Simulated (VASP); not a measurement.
## NiN (relaxed from the wurtzite structure, space group P6_3mc): computed properties

Calculation: PBE GGA, VASP's PBE PAW potentials (set 64) (plane waves; VASP).

```yaml
space_group: P6_3mc (186)
cell: a = 3.041 Å, b = 3.041 Å, c = 5.064 Å, α = 90.00°, β = 90.00°, γ = 120.00°
volume_per_atom: 10.14 Å³/atom
band gap (over mesh and band path): none (metal, semimetal or under 0.01 eV)
cell_moment: 0.00 μB
density: 5.95 g/cm³
```

NiN has the hexagonal space group P6₃mc (No. 186), the wurtzite structure, Pearson symbol hP4. Cell: a = b = 3.0412 Å, c = 5.0640 Å, α = β = 90.00°, γ = 120.00°. Ni on 2b is surrounded by 4 N at 1.873–1.881 Å (tetrahedral). N on 2b is surrounded by 4 Ni at 1.873–1.881 Å (tetrahedral). (Neighbours: up to the widest gap in distance over summed covalent radii, below 1.35, at either atom; cation-cation and far metal-metal contacts left out.)

The structure was generated: NiN was put into the wurtzite type (P6_3mc), which need not be its known phase. It was relaxed first, which changed the volume by -11 %. Symmetry was kept, so distortions that lower it aren't found.
